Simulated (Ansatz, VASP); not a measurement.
## Two plane-wave programs on MnHg

```
Hg Mn
1.0
     3.38002    0.00000    0.00000
     0.00000    3.38002    0.00000
     0.00000    0.00000    3.38002
Hg Mn
1 1
Direct
  0.00000 0.00000 0.00000
  0.50000 0.50000 0.50000
```

Change from the starting cell: volume scaled by 1.06.

Alike in both runs: task single point; functional PBE; k mesh 8 × 8 × 8; occupations fermi-dirac, width 0.05 eV; collinear spin, ferromagnetic start.

```csv
,VASP,Ansatz
version,VASP 6.6.1,Ansatz 0.2.0
potentials or method,"VASP PAW PBE potentials, release 64 (Hg, Mn_pv)",Ansatz PAW
plane-wave cutoff (eV),520,420
valence electrons in the cell,25,35
```

Ansatz gave:

| Item | Value |
| --- | --- |
| gap on the k mesh at the Fermi level (eV) | none |
| pressure (GPa) | -3.3 |
| net moment per atom (μB) | 2.01 |
| size of the moment on the site where the two differ most (μB) | 4.00 |

Question: What did VASP give for the same quantities?

Answer: gap on the k mesh at the Fermi level (eV): none; pressure (GPa): -3.0; net moment per atom (μB): 2.01; size of the moment on the site where the two differ most (μB): 3.92.

Site moments also hang on the region over which each program counts them. A gap of «none» marks a metal or a gap that the smearing closes. The functional is the same, so the differences come from potentials, cutoffs and numerics. The two sets of potentials don't hold the same shells in valence.

Spin-orbit coupling is left out, which matters for the levels of Hg.
